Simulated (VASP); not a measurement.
Input:

```xyz
2
Lattice="1.3906 -2.4086 0.0000 1.3906 2.4086 0.0000 0.0000 0.0000 4.4853" Properties=species:S:1:pos:R:3 pbc="T T T"
Re     1.3906     0.8029     1.1213
Re     1.3906    -0.8029     3.3640
```

Calculation: optB88-vdW, VASP's PBE PAW potentials (set 64) (plane waves; VASP). Run with 520 eV cut-off, 17×17×9 Γ-centred mesh, tetrahedra with Blöchl corrections, potentials Re.

Unless said otherwise, spin-orbit coupling is left out, though it shifts the bands of the heavy elements here.

**Question.** Predict the energy per atom (σ→0), band gap (on the k-mesh) with the smallest direct gap where there is one.

**Answer.** 
```json
{
  "band gap (on the k-mesh)": "none (metal, semimetal or under 0.01 eV)",
  "energy per atom (σ→0)": "-9.745 eV/atom"
}
```

The absolute energy has meaning only against runs of the same code, potentials and settings.

The compound is Re in the hcp structure. It was relaxed first.
